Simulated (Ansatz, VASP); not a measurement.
# SnTe in two plane-wave programs, part 2 of 2

Aim: how closely do two programs agree when they are given the same cell, functional and k mesh? The cell is taken from a series of runs on this material, whose earlier steps may have relaxed, scaled, displaced or heated it; both programs get it as it stands.

VASP 6.6.1 and Ansatz 0.2.0.

So far: Set-up; VASP: relaxation of cell and atoms, PBE; Ansatz: relaxation of cell and atoms, PBE; Comparison.

## (5) Ansatz: elastic constants, PBE

Level of this step: Ansatz beside VASP: Kohn-Sham DFT, plane waves, PBE (Ansatz).

Elastic constants are differences of stresses under small strains, so they test the stress and the mesh.

The cell is taken from a series of runs on this material, whose earlier steps may have relaxed, scaled, displaced or heated it; both programs get it as it stands.

input.yaml

```yaml
crystal:
  lattice:
    - [0.0, 3.2048009941, 3.2048009941]
    - [3.2048009941, 0.0, 3.2048009941]
    - [3.2048009941, 3.2048009941, 0.0]
  atoms:
    - { symbol: Sn, position: [0.0, 0.0, 0.0] }
    - { symbol: Te, position: [0.5, 0.5, 0.5] }
kpoints:
  mp_grid: { grid: [12, 12, 12] }
hamiltonian:
  xc: pbe
scf:
  occupations: { method: gaussian, width: 0.01 }
output:
  forces: true
  stress: true
  eigenvalues: true
elastic:
  mode: relaxed_ion
```

On the command line:

```
$ ansatz run input.yaml --threads 8 --pin off --max-ram 14336MiB --backend cpu --events-out ev --progress --plain --runs-dir out
```

Numbers of over 12 decimals in the logs are rounded to 6 here.

Log:

```text
[...]
Crystal: 2 atoms, lattice volume = 65.831 Å³
Basis set: ecut = 420 eV, 1243 PW (Γ), exchange–correlation on 64×64×64 points (8 copies of the dense FFT grid, shifted against one another)
Bands: 19, of which v1, the nominal top of the filled ones, is band 15 counted from 1 (14 counted from 0)
Symmetry: 48 space group operations
[...]
k-points: 72 of 1728
[...]
-2.000e-3      -0.0336      -13004.7468090       5   93495   1305   relax 0 steps, max|allowed force component| 8.36e-29 eV/Å
     2.000e-3       0.0336      -13004.7468090       5   90029   1305   relax 0 steps, max|allowed force component| 4.22e-29 eV/Å
     4.000e-3       0.0669      -13004.7467672       7   90544   1305   relax 0 steps, max|allowed force component| 7.89e-29 eV/Å
[key lines of the parts left out:]
SCF converged after 10 iterations
Free energy (F): -13004.746820 eV
Fermi energy:    8.952166 eV
P = ⅓ Tr σ = 0.0097 GPa (0.097 kbar)
```

## (6) VASP: elastic constants, PBE

The same cell, functional, mesh and smearing now go to VASP, with its own data sets.

INCAR

```
SYSTEM = SnTe
PREC = Accurate
ENCUT = 500
EDIFF = 1E-08
NELM = 120
ISMEAR = 0
SIGMA = 0.01
LREAL = .FALSE.
ALGO = Normal
GGA = PE
NBANDS = 16
LORBIT = 11
LWAVE = .FALSE.
LCHARG = .FALSE.
ISIF = 3
IBRION = 6
NFREE = 2
POTIM = 0.015
NSW = 1
LASPH = .TRUE.
GGA_COMPAT = .FALSE.
KPAR = 2
```

POSCAR

```
SnTe
1.0
    0.0000000000      3.2048009941      3.2048009941
    3.2048009941      0.0000000000      3.2048009941
    3.2048009941      3.2048009941      0.0000000000
Sn Te
1 1
Direct
    0.0000000000      0.0000000000      0.0000000000
    0.5000000000      0.5000000000      0.5000000000
```

KPOINTS

```
Automatic mesh
0
Gamma
12 12 12
0 0 0
```

The projector-augmented-wave data sets are Sn_d and Te (PBE family, release 64).

On the command line:

```
$ mpirun -np 2 vasp_std
```

Log:

```text
[... set-up lines as in an earlier step ...]
 entering main loop
       N       E                     dE             d eps       ncg     rms          rms(c)
DAV:   1     0.119913481134E+03    0.11991E+03   -0.94064E+03  2328   0.136E+03
DAV:   2     0.216134763833E+01   -0.11775E+03   -0.11544E+03  2536   0.337E+02
DAV:   3    -0.736334381639E+01   -0.95247E+01   -0.95024E+01  2912   0.862E+01
DAV:   4    -0.761979837904E+01   -0.25645E+00   -0.25641E+00  2864   0.153E+01
[...]
DAV:  15    -0.756539194048E+01   -0.32673E-07   -0.23102E-08  2688   0.884E-04    0.113E-03
DAV:  16    -0.756539199242E+01   -0.51944E-07   -0.16366E-09  1568   0.385E-04    0.989E-05
DAV:  17    -0.756539198999E+01    0.24297E-08   -0.25333E-10  1528   0.167E-04
   1 F= -.75653920E+01 E0= -.75653920E+01  d E =-.383040E-07
[... from here on, the cycles between the ionic steps are left out ...]
   2 F= -.75603163E+01 E0= -.75603163E+01  d E =-.283683E-11
   3 F= -.75598018E+01 E0= -.75597891E+01  d E =-.253369E-04
   9 F= -.75646889E+01 E0= -.75646882E+01  d E =-.155600E-05
  10 F= -.75646878E+01 E0= -.75646870E+01  d E =-.155703E-05
  11 F= -.75646889E+01 E0= -.75646882E+01  d E =-.155585E-05
  12 F= -.75646878E+01 E0= -.75646870E+01  d E =-.155712E-05
  13 F= -.75646889E+01 E0= -.75646882E+01  d E =-.155671E-05
  14 F= -.75654308E+01 E0= -.75654308E+01  d E =-.127799E-08
  15 F= -.75654308E+01 E0= -.75654308E+01  d E =-.127663E-08
  16 F= -.75654342E+01 E0= -.75654342E+01  d E =-.127850E-08
  17 F= -.75654342E+01 E0= -.75654342E+01  d E =-.127530E-08
 Finite differences progress:
  Degree of freedom:   8/  8
  Displacement:        2/  2
  Total:              16/ 16
```

From OUTCAR (step 6):

```text
  Total       -0.0026301     -0.0048226     -0.0048226      0.0000000      0.0000000      0.0000000
  in kB       -0.0640094     -0.1173708     -0.1173708      0.0000000      0.0000000      0.0000000
  external PRESSURE =      -0.0995837 kB  Pullay stress =       0.0000000 kB

 POSITION                                       TOTAL-FORCE (eV/Angst)
 -----------------------------------------------------------------------------------
      0.00000      0.00000      0.00000         0.005224      0.000000      0.000000
      3.18980      3.20480      3.20480        -0.005224      0.000000      0.000000
 -----------------------------------------------------------------------------------
    total drift:                               -0.000082     -0.000000     -0.000000

  FREE ENERGIE OF THE ION-ELECTRON SYSTEM (eV)
  ---------------------------------------------------
  free  energy   TOTEN  =        -7.5654341936 eV

  energy  without entropy=       -7.5654341923  energy(sigma->0) =       -7.56543419

[... 1 part as in an earlier step ...]

[... 2 further parts left out ...]
[key lines of the parts left out:]
E-fermi :   6.3541
```

Levels, forces or a CONTCAR printed for this step are those of its last displaced cell, not of the structure at rest.

## (7) Comparison

What differs besides the data sets and the points named for the pairs above, as far as they apply: the data sets hold 30 valence electrons in Ansatz (on its default PAW (the set named soft_2) files) and 20 in VASP; VASP takes each elastic constant from one size of strain, Ansatz from those that its log lists. Total energies have different zeros and are not compared.

Both answers:

| quantity | Ansatz | VASP | difference |
| --- | --- | --- | --- |
| C11 (GPa) | 115.4 | 114.8 | +0.52 % |
| C22 (GPa) | 115.4 | 114.8 | +0.52 % |
| C33 (GPa) | 115.4 | 114.8 | +0.52 % |
| C12 (GPa) | 3.2 | 2.7 | +20.16 % |
| C13 (GPa) | 3.2 | 2.7 | +20.16 % |
| C23 (GPa) | 3.2 | 2.7 | +20.16 % |
| C44 (GPa) | 16.8 | 14.7 | +14.11 % |
| C55 (GPa) | 16.8 | 14.7 | +14.11 % |
| C66 (GPa) | 16.8 | 14.7 | +14.11 % |

## (8) Outcome

- difference in volume (relaxation of cell and atoms, PBE): 0.055 %
- difference in C12 (elastic constants, PBE): 20 %

What this shows: The difference in C12 is 20 % (elastic constants, PBE), beyond the 5 % picked in this series as the mark of a large difference. The data sets hold unlike numbers of valence electrons (30 in Ansatz and 20 in VASP), so part of the differences comes from the potentials. Such differences can come from data sets, numerical settings and the points named under the comparisons, not from the functional's error against experiment.

[Lines on the potential files, build, host, timing and source positions are cut from VASP's logs without a mark.]

[Logs are printed without paths, hosts, clocks, repeated set-up lines and the standing remarks that a program may print on its own settings, such as how far it seeks lower states.]

[Hosts, paths, dates, database ids (printed as entryN), source tags and the programs' standing remarks are cut or masked in the printed files.]
